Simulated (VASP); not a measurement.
# Ga2Te2S with PBEsol + D3(BJ): from relaxation to properties, part 2 of 4

Aim: relax Ga2Te2S, then compute properties on the relaxed cell. The cell is invented: it takes the structure of a Materials Project entry for Ga2S3 (space group 44 there), with some of its atoms replaced by other elements, volume scaled by an estimate. It may not be a known or stable phase.

VASP 6.6.1, plane waves and PAW; the level of theory is named at each step.

So far, gap on the k-mesh (eV): step 2 (rough relaxation of the start cell) 0.974. The relaxed cell has a, b, c = 4.055, 11.770, 5.474 Å (conventional setting).

## 3. Relaxing cell and atoms (PBEsol + D3(BJ))

Level of this step: PBEsol with D3(BJ); plane waves and PAW (Te, Ga_d, S); invented cell (VASP).

Properties are meant for the cell that this level of theory prefers, so cell and atoms are relaxed first (ISIF = 3) until forces and stress are small; EDIFFG sets the threshold.

INCAR reads:

```
SYSTEM = Ga2Te2S
PREC = Accurate
ENCUT = 400
EDIFF = 1E-06
NELM = 100
ISMEAR = 0
SIGMA = 0.05
LREAL = .FALSE.
ALGO = Normal
GGA = PS
IVDW = 12
NBANDS = 28
LORBIT = 11
LWAVE = .FALSE.
LCHARG = .FALSE.
KPAR = 2
IBRION = 2
NSW = 60
ISIF = 3
EDIFFG = -0.01
```

POSCAR reads:

```
Ga2Te2S
1.0
   -2.0275162719      5.8848510507      2.7368854042
    2.0275162719     -5.8848510507      2.7368854042
    2.0275162719      5.8848510507     -2.7368854042
Te Ga S
2 2 1
Direct
    0.8614207844      0.2144296493      0.6469911350
    0.5674385143      0.2144296493      0.3530088650
    0.1734963895      0.0241050180      0.1493913715
    0.8747136465      0.0241050180      0.8506086285
    0.2729296754      0.2729296754      0.0000000000
```

KPOINTS reads:

```
Automatic mesh
0
Gamma
7 7 7
0 0 0
```

Potentials, in the order of the species: Te, Ga_d and S (PBE family, release 64).

Command:

```
> mpirun -np 2 vasp_std
```

What it wrote:

```text
[banner, memory and clock lines left out]
running    2 mpi-ranks, on    1 nodes
 distrk:  each k-point on    1 cores,    2 groups
 distr:  one band on    1 cores,    1 groups

 POSCAR found type information on POSCAR TeGaS
 POSCAR found :  3 types and       5 ions
 [... a notice as in an earlier step ...]

 LDA part: xc-table for (Slater+PW92), standard interpolation
 POSCAR, INCAR and KPOINTS ok, starting setup
 FFT: planning ... GRIDC
 FFT: planning ... GRID_SOFT
 FFT: planning ... GRID
 WAVECAR not read
 entering main loop
       N       E                     dE             d eps       ncg     rms          rms(c)
DAV:   1     0.300397520384E+03    0.30040E+03   -0.17384E+04  3616   0.167E+03
DAV:   2     0.181071330545E+02   -0.28229E+03   -0.27420E+03  4068   0.404E+02
DAV:   3    -0.187473543852E+02   -0.36854E+02   -0.35898E+02  4160   0.125E+02
DAV:   4    -0.205302322575E+02   -0.17829E+01   -0.17744E+01  4784   0.284E+01
DAV:   5    -0.205722861589E+02   -0.42054E-01   -0.42021E-01  4476   0.408E+00    0.111E+01
DAV:   6    -0.200191779741E+02    0.55311E+00   -0.10505E+00  5744   0.158E+01    0.736E+00
DAV:   7    -0.200022417497E+02    0.16936E-01   -0.86676E-01  4328   0.575E+00    0.149E+00
DAV:   8    -0.199859311993E+02    0.16311E-01   -0.19835E-01  4476   0.428E+00    0.122E+00
DAV:   9    -0.199868089329E+02   -0.87773E-03   -0.31042E-02  4360   0.127E+00    0.287E-01
DAV:  10    -0.199864790912E+02    0.32984E-03   -0.46614E-03  5524   0.493E-01    0.189E-01
DAV:  11    -0.199865951261E+02   -0.11603E-03   -0.16879E-03  4100   0.335E-01    0.417E-02
DAV:  12    -0.199865966144E+02   -0.14883E-05   -0.11480E-04  5132   0.607E-02    0.257E-02
DAV:  13    -0.199865980697E+02   -0.14553E-05   -0.27018E-05  4084   0.292E-02    0.200E-02
DAV:  14    -0.199865980019E+02    0.67838E-07   -0.37853E-06  3736   0.182E-02
   1 F= -.21574405E+02 E0= -.21574405E+02  d E =-.215744E+02
 curvature:   0.00 expect dE= 0.000E+00 dE for cont linesearch  0.000E+00
 trial: gam= 0.00000 g(F)=  0.115E-03 g(S)=  0.112E-03 ort = 0.000E+00 (trialstep = 0.100E+01)
 search vector abs. value=  0.227E-03
 bond charge predicted
       N       E                     dE             d eps       ncg     rms          rms(c)
DAV:   1    -0.199855676292E+02    0.10304E-02   -0.28068E-02  4892   0.138E+00    0.177E-01
DAV:   2    -0.199852734964E+02    0.29413E-03   -0.18597E-03  5036   0.564E-01    0.716E-02
DAV:   3    -0.199851765285E+02    0.96968E-04   -0.24739E-04  5856   0.128E-01    0.409E-02
DAV:   4    -0.199851534805E+02    0.23048E-04   -0.34497E-05  5220   0.477E-02    0.103E-02
DAV:   5    -0.199851524371E+02    0.10434E-05   -0.81158E-06  4668   0.211E-02    0.809E-03
DAV:   6    -0.199851523817E+02    0.55359E-07   -0.91629E-07  2264   0.848E-03
   2 F= -.21574562E+02 E0= -.21574562E+02  d E =-.157033E-03
[... from here on, the cycles between the ionic steps are left out ...]
   3 F= -.21574585E+02 E0= -.21574585E+02  d E =-.179541E-03
   4 F= -.21574686E+02 E0= -.21574686E+02  d E =-.101261E-03
   5 F= -.21574701E+02 E0= -.21574701E+02  d E =-.116112E-03
   6 F= -.21574694E+02 E0= -.21574694E+02  d E =-.108954E-03
   7 F= -.21574703E+02 E0= -.21574703E+02  d E =-.118740E-03
   8 F= -.21574702E+02 E0= -.21574702E+02  d E =-.117241E-03
   9 F= -.21574704E+02 E0= -.21574704E+02  d E =-.118866E-03
 curvature:  -0.55 expect dE=-0.355E-04 dE for cont linesearch -0.187E-06
 trial: gam= 0.62018 g(F)=  0.200E-04 g(S)=  0.450E-04 ort =-0.102E-04 (trialstep = 0.907E+00)
 search vector abs. value=  0.170E-03
 bond charge predicted
       N       E                     dE             d eps       ncg     rms          rms(c)
DAV:   1    -0.199864856951E+02    0.32631E-03   -0.10284E-02  4312   0.670E-01    0.870E-02
DAV:   2    -0.199864287518E+02    0.56943E-04   -0.47219E-04  4624   0.251E-01    0.427E-02
DAV:   3    -0.199863991459E+02    0.29606E-04   -0.68286E-05  5792   0.620E-02    0.205E-02
DAV:   4    -0.199863933925E+02    0.57534E-05   -0.10621E-05  4980   0.274E-02    0.465E-03
DAV:   5    -0.199863936135E+02   -0.22092E-06   -0.30162E-06  3504   0.128E-02
  10 F= -.21574730E+02 E0= -.21574730E+02  d E =-.263408E-04
 trial-energy change:   -0.000026  1 .order   -0.000025   -0.000053    0.000003
 step:   0.8652(harm=  0.8652)  dis= 0.00098  next Energy=   -21.574729 (dE=-0.254E-04)
 reached required accuracy - stopping structural energy minimisation
```

Wall time 14 min (2 MPI ranks of Intel Xeon Platinum 8488C (Sapphire Rapids), shared host); peak memory 0.9 GiB.

OUTCAR, selected parts (step 3):

```text
  LATTYP: Found a body centered orthorhombic cell.
 ALAT       =     4.0550325438
 B/A-ratio  =     1.3498709935
 C/A-ratio  =     2.9024926371

The static configuration has the point symmetry C_2v.

 Found     64 irreducible k-points:

   k-points           NKPTS =     64   k-points in BZ     NKDIM =     64   number of bands    NBANDS=     28

   dimension x,y,z NGX =    48 NGY =   48 NGZ =   48
   dimension x,y,z NGXF=    96 NGYF=   96 NGZF=   96

   ENCUT  =  400.0 eV  29.40 Ry    5.42 a.u.  11.09 11.09 11.09*2*pi/ulx,y,z

   NELECT =      44.0000    total number of electrons

 Edisp (eV)   -1.58789

 E-fermi :   4.8966

 k-point     1 :       0.0000    0.0000    0.0000
  band No.  band energies     occupation
    ...
     18       2.7291      2.00000
     19       2.7894      2.00000
     20       4.3283      2.00000
     21       4.6151      2.00000
     22       4.6254      2.00000
     23       6.0930      0.00000
     24       7.1992      0.00000
     25       7.7544      0.00000
     26       8.8398      0.00000
     27       9.1530      0.00000
    ...

 k-point     2 :       0.1429    0.0000    0.0000
  band No.  band energies     occupation
    ...
     18       2.6319      2.00000
     19       3.0201      2.00000
     20       3.6695      2.00000
     21       4.4163      2.00000
     22       4.4509      2.00000
     23       6.5394      0.00000
     24       7.1832      0.00000
     25       7.8885      0.00000
     26       8.8430      0.00000
     27       9.0267      0.00000
    ...

 Edisp (eV)   -1.58834

  Total       0.01418    -0.00104    -0.00698     0.00000     0.00000     0.00000
  in kB       0.17400    -0.01271    -0.08560     0.00000     0.00000     0.00000
  external pressure =        0.03 kB  Pullay stress =        0.00 kB

  energy-cutoff  :      400.00
  volume of cell :      130.57
      direct lattice vectors                 reciprocal lattice vectors
    -2.022280854  5.884237654  2.743235443     0.000000000  0.084972775  0.182266528
     2.022280854 -5.884237654  2.743235443     0.247245579  0.000000000  0.182266528
     2.022280854  5.884237654 -2.743235443     0.247245579  0.084972775  0.000000000

 POSITION                                       TOTAL-FORCE (eV/Angst)
 -----------------------------------------------------------------------------------
     -0.00000      7.61675      1.17577        -0.000000      0.005791      0.004905
      0.00000      4.15172      1.17577        -0.000000     -0.005791      0.004905
     -0.00000      1.75320      0.13276         0.000000      0.001408     -0.004424
      0.00000     10.01527      0.13276         0.000000     -0.001408     -0.004424
      2.02228      5.88424     -1.24546         0.000000     -0.000000     -0.000962
 -----------------------------------------------------------------------------------
    total drift:                                0.000003      0.000006     -0.000778

  FREE ENERGIE OF THE ION-ELECTRON SYSTEM (eV)
  ---------------------------------------------------
  free  energy   TOTEN  =       -21.5747298839 eV

  energy  without entropy=      -21.5747298839  energy(sigma->0) =      -21.57472988

 total charge
# of ion       s       p       d       tot
------------------------------------------
    1        1.388   1.999   0.036   3.423
    2        1.388   1.999   0.036   3.423
    3        0.877   0.770  10.013  11.660
    4        0.877   0.770  10.013  11.660
    5        1.345   2.351   0.000   3.696
--------------------------------------------------
tot          5.874   7.890  20.098  33.862

[... 2 parts as in an earlier step ...]

[... 7 further parts left out ...]
```

CONTCAR:

```
Ga2Te2S
   1.00000000000000
    -2.0222808538451713    5.8842376542119226    2.7432354432962591
     2.0222808538451713   -5.8842376542119226    2.7432354432962591
     2.0222808538451713    5.8842376542119226   -2.7432354432962591
  Te              Ga              S
     2     2     1
Direct
     0.8615209182732444    0.2143043299495944    0.6472165882236481
     0.5670877417259462    0.2143043299495944    0.3527834117763519
     0.1731725036289536    0.0241980013623886    0.1489745022665650
     0.8752234990958236    0.0241980013623886    0.8510254977334351
     0.2729943473760373    0.2729943473760373    1.0000000000000000
```

Relaxation path:

```
step  energy less that of the first step (eV)  largest force (eV/Å)  pressure (GPa)  volume (Å³)
   1                                   0.0000                0.0326           -0.04       130.62
   2                                  -0.0002                0.0146            0.05       130.49
   3                                  -0.0002                0.0178            0.07       130.44
   4                                  -0.0003                0.0121           -0.02       130.54
   5                                  -0.0003                0.0129           -0.02       130.58
   6                                  -0.0003                0.0148           -0.07       130.65
   7                                  -0.0003                0.0133           -0.01       130.60
   8                                  -0.0003                0.0141           -0.04       130.63
   9                                  -0.0003                0.0137           -0.04       130.61
  10                                  -0.0003                0.0076            0.00       130.57
```

```
conventional cell, symmetrised  before   after  change
                         a (Å)   4.055   4.045  -0.3 %
                         b (Å)  11.770  11.768  -0.0 %
                         c (Å)   5.474   5.486  +0.2 %
              volume (Å³/atom)   26.12   26.11  -0.0 %
```

Final coordinates:

```cif
data_structure
_symmetry_space_group_name_H-M 'P 1'
_symmetry_Int_Tables_number 1
_cell_length_a 6.7999
_cell_length_b 6.7999
_cell_length_c 6.7999
_cell_angle_alpha 145.397
_cell_angle_beta 60.158
_cell_angle_gamma 132.416
_cell_volume 130.57
loop_
_atom_site_label
_atom_site_type_symbol
_atom_site_fract_x
_atom_site_fract_y
_atom_site_fract_z
_atom_site_occupancy
Te1 Te 0.86152 0.21430 0.64722 1
Te2 Te 0.56709 0.21430 0.35278 1
Ga3 Ga 0.17317 0.02420 0.14897 1
Ga4 Ga 0.87522 0.02420 0.85103 1
S5 S 0.27299 0.27299 0.00000 1
```

Numbers from this step:

- irreducible k-points: 64
- free energy (TOTEN): -21.57 eV
- Fermi energy: 4.897 eV
- pressure: 0.002523 GPa
- conduction bottom at k: -0.4286, -0.4286, 0.4286
- least direct gap at k: -0.4286, -0.4286, 0.4286
- SCF cycles over all ionic steps: 59
- gap on the k-mesh: 0.9798 eV
- least direct gap on the k-mesh: 1.328 eV

It ends with a largest force of 0.008 eV/Å and a pressure of 0.00 GPa.

## 4. Single point with fields (PBEsol + D3(BJ))

A single point on the relaxed cell gives a clean self-consistent state, with density, ELF and potential written out.

INCAR: that of step 3 with these lines changed.

```diff
@@ -14,7 +14,5 @@
 LWAVE = .FALSE.
-LCHARG = .FALSE.
-KPAR = 2
-IBRION = 2
-NSW = 60
-ISIF = 3
-EDIFFG = -0.01
+LCHARG = .TRUE.
+ISIF = 2
+LELF = .TRUE.
+LVHAR = .TRUE.
```

POSCAR reads:

```
Ga2Te2S
1.0
   -2.0222808538      5.8842376542      2.7432354433
    2.0222808538     -5.8842376542      2.7432354433
    2.0222808538      5.8842376542     -2.7432354433
Te Ga S
2 2 1
Direct
    0.8615209183      0.2143043299      0.6472165882
    0.5670877417      0.2143043299      0.3527834118
    0.1731725036      0.0241980014      0.1489745023
    0.8752234991      0.0241980014      0.8510254977
    0.2729943474      0.2729943474      0.0000000000
```

KPOINTS is that of step 3.

Command:

```
> mpirun -np 2 vasp_std
```

What it wrote:

```text
[banner, memory and clock lines left out]
running    2 mpi-ranks, on    1 nodes
 distrk:  each k-point on    2 cores,    1 groups
 distr:  one band on    1 cores,    2 groups

 POSCAR found type information on POSCAR TeGaS
 POSCAR found :  3 types and       5 ions
 [... a notice as in an earlier step ...]

 LDA part: xc-table for (Slater+PW92), standard interpolation
 POSCAR, INCAR and KPOINTS ok, starting setup
 FFT: planning ... GRIDC
 FFT: planning ... GRID_SOFT
 FFT: planning ... GRID
 WAVECAR not read
 entering main loop
       N       E                     dE             d eps       ncg     rms          rms(c)
DAV:   1     0.300489267479E+03    0.30049E+03   -0.17431E+04  3608   0.168E+03
DAV:   2     0.184012922064E+02   -0.28209E+03   -0.27357E+03  4052   0.404E+02
DAV:   3    -0.187369943393E+02   -0.37138E+02   -0.36287E+02  4216   0.126E+02
DAV:   4    -0.205277752238E+02   -0.17908E+01   -0.17819E+01  4732   0.283E+01
DAV:   5    -0.205704768242E+02   -0.42702E-01   -0.42677E-01  4540   0.408E+00    0.111E+01
DAV:   6    -0.200194832763E+02    0.55099E+00   -0.10474E+00  5752   0.158E+01    0.734E+00
DAV:   7    -0.200015507912E+02    0.17932E-01   -0.85644E-01  4344   0.575E+00    0.149E+00
DAV:   8    -0.199856202323E+02    0.15931E-01   -0.19418E-01  4492   0.425E+00    0.121E+00
DAV:   9    -0.199865884817E+02   -0.96825E-03   -0.30756E-02  4292   0.124E+00    0.277E-01
DAV:  10    -0.199862230846E+02    0.36540E-03   -0.46315E-03  5456   0.507E-01    0.181E-01
DAV:  11    -0.199863401787E+02   -0.11709E-03   -0.17326E-03  4092   0.343E-01    0.425E-02
DAV:  12    -0.199863406138E+02   -0.43513E-06   -0.12739E-04  5172   0.657E-02    0.251E-02
DAV:  13    -0.199863421506E+02   -0.15368E-05   -0.26672E-05  4072   0.270E-02    0.195E-02
DAV:  14    -0.199863423167E+02   -0.16607E-06   -0.30287E-06  3676   0.171E-02
   1 F= -.21574679E+02 E0= -.21574679E+02  d E =-.154549E-16
```

Run time: 3 min. Hardware: 2 MPI ranks; peak memory 0.58 GiB; 5.9 min of CPU time.

OUTCAR, selected parts (step 4):

```text
  LATTYP: Found a body centered orthorhombic cell.
 ALAT       =     4.0445617076
 B/A-ratio  =     1.3565056694
 C/A-ratio  =     2.9097034881

The static configuration has the point symmetry C_2v.

 Found     64 irreducible k-points:

   NELECT =      44.0000    total number of electrons

 E-fermi :   4.8965

 k-point     1 :       0.0000    0.0000    0.0000
  band No.  band energies     occupation
    ...
     18       2.7291      2.00000
     19       2.7893      2.00000
     20       4.3282      2.00000
     21       4.6150      2.00000
     22       4.6254      2.00000
     23       6.0929      0.00000
     24       7.1991      0.00000
     25       7.7543      0.00000
     26       8.8397      0.00000
     27       9.1528      0.00000
    ...

 k-point     2 :       0.1429   -0.0000    0.0000
  band No.  band energies     occupation
    ...
     18       2.6318      2.00000
     19       3.0200      2.00000
     20       3.6694      2.00000
     21       4.4161      2.00000
     22       4.4508      2.00000
     23       6.5393      0.00000
     24       7.1832      0.00000
     25       7.8884      0.00000
     26       8.8429      0.00000
     27       9.0266      0.00000
    ...

 Edisp (eV)   -1.58834

  Total       0.00481    -0.00840    -0.01338     0.00000     0.00000     0.00000
  in kB       0.05901    -0.10302    -0.16417     0.00000     0.00000     0.00000
  external pressure =       -0.07 kB  Pullay stress =        0.00 kB

 POSITION                                       TOTAL-FORCE (eV/Angst)
 -----------------------------------------------------------------------------------
     -0.00000      7.61675      1.17577         0.000000      0.005836      0.005006
     -0.00000      4.15172      1.17577        -0.000000     -0.005836      0.005006
      0.00000      1.75320      0.13276        -0.000000      0.001626     -0.004536
      0.00000     10.01527      0.13276         0.000000     -0.001626     -0.004536
      0.00000      0.00000      1.49778        -0.000000      0.000000     -0.000939
 -----------------------------------------------------------------------------------
    total drift:                                0.000003      0.000006     -0.000917

  FREE ENERGIE OF THE ION-ELECTRON SYSTEM (eV)
  ---------------------------------------------------
  free  energy   TOTEN  =       -21.5746785872 eV

  energy  without entropy=      -21.5746785872  energy(sigma->0) =      -21.57467859

[... 6 parts as in an earlier step ...]

[... 7 further parts left out ...]
```

Numbers from this step:

| Property | Result |
| --- | --- |
| SCF cycles | 14 |
| Fermi energy | 4.896 eV |
| pressure | -0.006939 GPa |
| gap on the k-mesh | 0.9797 eV |

Valence electrons inside each PAW sphere by angular momentum. Sphere charges, by row:

```
atom  s (e)  p (e)  d (e)  tot (e)
 Te1  1.388  1.999  0.036    3.423
 Te2  1.388  1.999  0.036    3.423
 Ga3  0.877   0.77  10.01    11.66
 Ga4  0.877   0.77  10.01    11.66
  S5  1.345  2.351      0    3.696
```

Valence density in the bc plane of the conventional cell at fractional x = 0.000, with atoms of Te and Ga and S within 0.2 Å of it. It is the smooth field of the valence electrons, not physical close to the nuclei.

Ten steps, logarithmic in the rise over the least value, from '0' (0 e/Å³) to '9' (15 e/Å³), each cell a mean:
```
333688743333332222233333335887433
223455433222222222222222233554332
222333332222222222222222223333322
222233322222222222222222222333222
222222222222222222222222222222222
222222222222222222222222222222222
222222222222222222222222222222222
333222222333332222233333222222233
443322223333333222333333322222344
444322233344433323334443332223344
344333333432343333343234333333454
454433333430134333343023433333454
444466534432344333343234434565444
444689743444443333344444346897544
334799853333333322333333346998533
```
Columns run along b (11.8 Å), rows up along c (5.5 Å), edges of the conventional cell, whose origin can differ from the input's. Atoms in or near the plane, at fractional coordinates: Te at (0.65, 0.21), Te at (0.35, 0.21), Ga at (0.15, 0.02), Ga at (0.85, 0.02), S at (0.00, 0.27).

Electrostatic potential energy in the bc plane of the conventional cell at fractional x = 0.000, with atoms of Te and Ga and S within 0.2 Å of it. With pseudopotentials it is smooth inside the atoms' cores, unlike the true potential.

Values in eV, 8 rows by 16 columns, each cell a mean:
```
  2 -14 -34 -14   1   2   3   5   5   4   2   2  -8 -33 -21   0
  3   1  -2   1   3   4   5   5   5   5   4   3   2  -2   0   3
  4   3   3   3   4   4   4   5   5   5   4   4   3   3   3   4
  4   4   4   4   3   3   3   4   4   3   3   3   4   4   4   4
-17   1   4   4   0 -10  -5   2   3  -3 -11  -2   3   4   2 -12
-74  -8   1   1 -20 -74 -53  -3   0 -38 -76 -34   0   2  -2 -61
-45 -11 -19  -7 -28 -84 -64  -4   0 -48 -86 -44  -5 -18 -12 -34
 -2 -23 -48 -23  -6 -28 -16   2   3  -9 -30 -10 -15 -47 -33  -3
```
Columns run along b (11.8 Å; values clipped at the 3rd and 97th percentile), rows up along c (5.5 Å), edges of the conventional cell, whose origin can differ from the input's. Atoms in or near the plane, at fractional coordinates: Te at (0.65, 0.21), Te at (0.35, 0.21), Ga at (0.15, 0.02), Ga at (0.85, 0.02), S at (0.00, 0.27).

ELF in the bc plane of the conventional cell at fractional x = 0.000, with atoms of Te and Ga and S within 0.2 Å of it. It is the smooth field of the valence electrons, not physical close to the nuclei.

Values, 8 rows by 16 columns, each cell a mean:
```
0.16 0.24 0.17 0.26 0.28 0.48 0.40 0.08 0.05 0.32 0.51 0.31 0.26 0.18 0.23 0.18
0.05 0.18 0.26 0.19 0.06 0.03 0.03 0.03 0.03 0.02 0.03 0.04 0.16 0.26 0.21 0.07
0.02 0.06 0.10 0.06 0.03 0.03 0.02 0.02 0.02 0.02 0.03 0.03 0.05 0.10 0.07 0.03
0.34 0.09 0.03 0.03 0.14 0.28 0.17 0.03 0.02 0.13 0.28 0.18 0.04 0.03 0.06 0.28
0.86 0.47 0.06 0.16 0.54 0.72 0.62 0.23 0.15 0.55 0.72 0.61 0.23 0.04 0.33 0.82
0.60 0.66 0.22 0.46 0.75 0.68 0.78 0.55 0.41 0.80 0.68 0.75 0.56 0.21 0.55 0.68
0.69 0.60 0.26 0.50 0.81 0.67 0.85 0.65 0.49 0.88 0.68 0.79 0.60 0.27 0.50 0.74
0.53 0.30 0.10 0.30 0.69 0.85 0.89 0.45 0.30 0.86 0.87 0.75 0.39 0.11 0.23 0.51
```
Columns run along b (11.8 Å), rows up along c (5.5 Å), edges of the conventional cell, whose origin can differ from the input's. Atoms in or near the plane, at fractional coordinates: Te at (0.65, 0.21), Te at (0.35, 0.21), Ga at (0.15, 0.02), Ga at (0.85, 0.02), S at (0.00, 0.27).

In this run the pressure is -0.01 GPa, small enough to go on.

(Continued in part 3 of 4.)

[Lines on the potential files, build, host, timing and source positions are cut from VASP's logs without a mark.]

[Logs are printed without paths, hosts, clocks, repeated set-up lines and the standing remarks that a program may print on its own settings, such as how far it seeks lower states.]

[Hosts, paths, dates, database ids (printed as entryN), source tags and the programs' standing remarks are cut or masked in the printed files.]

[A measured line is paired with the nearest computed mode of its activity, which favours agreement.]
